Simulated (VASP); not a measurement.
```xyz
2
Lattice="0.0000 2.8916 2.8916 2.8916 0.0000 2.8916 2.8916 2.8916 0.0000" Properties=species:S:1:pos:R:3 pbc="T T T"
Sn     0.0000     0.0000     0.0000
Se     1.4458     1.4458     1.4458
```

The numbers are results of PBEsol GGA, VASP's PBE PAW potentials (set 64) (plane waves; VASP), not measurements. Run with 500 eV cut-off, 11×11×11 Γ-centred mesh, first-order Methfessel-Paxton smearing of 0.10 eV, potentials Sn_d Se.

Energy and stress use the plane-wave basis of the starting cell.

Task: The ions, cell shape and volume at an external pressure of 45.0 GPa are relaxed. Give the cell that the relaxation ends in.

Result: 
```xyz
2
Lattice="0.0000 2.7972 2.7972 2.7972 0.0000 2.7972 2.7972 2.7972 0.0000" Properties=species:S:1:pos:R:3 pbc="T T T"
Sn     0.0000     0.0000     0.0000
Se     1.3986     1.3986     1.3986
```
Space group F-43m (216), at a tolerance of 0.03 Å.

Task: How do energy and volume change from the first to the last step?

Result: The energy (σ→0) changes by +530.5 meV/atom and the volume by -9.5 %, in 5 ionic steps.

The structure was generated: SnSe was put into the zinc blende type (F-43m), which need not be its known phase. This run relaxes it under an external pressure of 45 GPa. Symmetry was kept, so distortions that lower it aren't found.
